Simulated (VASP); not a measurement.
C:

```
CELL_PARAMETERS angstrom
2.46100 0.00000 0.00000
-1.23050 2.13129 0.00000
0.00000 0.00000 9.39120
ATOMIC_POSITIONS crystal
C 0.00000 0.00000 0.25000
C 0.33333 0.66667 0.25000
C 0.00000 0.00000 0.75000
C 0.66667 0.33333 0.75000
```

The cell was built by a generator and needn't be a form met in nature.

Base run:

| Quantity | Value |
| --- | --- |
| Program | VASP 6.6.1 |
| Functional | r2SCAN |
| Potentials or basis | VASP PAW PBE potentials, release 64 (C) |
| Cutoff | 520 eV |
| k mesh | 16 × 16 × 4 |
| Occupations | fermi-dirac, width 0.05 eV |
| Spin | no spin polarisation |

Its results: band gap on the k mesh 1.24 eV, direct; pressure -0.9 GPa.

Problem. The run is repeated on the same cell with these changes: functional from r2SCAN to PBEsol. What comes out?

Solution. Band gap on the k mesh 1.17 eV, direct; pressure -0.1 GPa.

Caveats: the PAW data sets were made with another functional, which shifts forces and pressure a little; this functional lacks dispersion, which binds the layers, so the pressure and a relaxed spacing across them are unreliable (some runs).

A k mesh can miss the band edges.
